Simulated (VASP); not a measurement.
## ScSi (relaxed from the rock salt structure, space group Fm-3m): computed properties

Method: r2SCAN meta-GGA, VASP's PBE PAW potentials (set 64) (plane waves; VASP 6.6.1).

```json
{
  "space_group": "Fm-3m (225)",
  "cell": "a = 5.4772 Å, b = 5.4772 Å, c = 5.4772 Å, α = 90.00°, β = 90.00°, γ = 90.00°",
  "volume_per_atom": "20.54 Å^3/atom",
  "band gap (over mesh and band path)": "none (metal, semimetal or under 0.01 eV)",
  "density": "2.95 g/cm³"
}
```

```
CELL_PARAMETERS angstrom
      0.00000     2.73860     2.73860
      2.73860     0.00000     2.73860
      2.73860     2.73860     0.00000
ATOMIC_POSITIONS crystal
  Sc 0.00000 0.00000 0.00000
  Si 0.50000 0.50000 0.50000
```

The structure was generated: ScSi was put into the rock salt type (Fm-3m), which need not be its known phase. It was relaxed first, which changed the volume by -27 %. Symmetry was kept, so distortions that lower it aren't found. The electron count is odd and the run is not spin-polarised, which forces a metal.
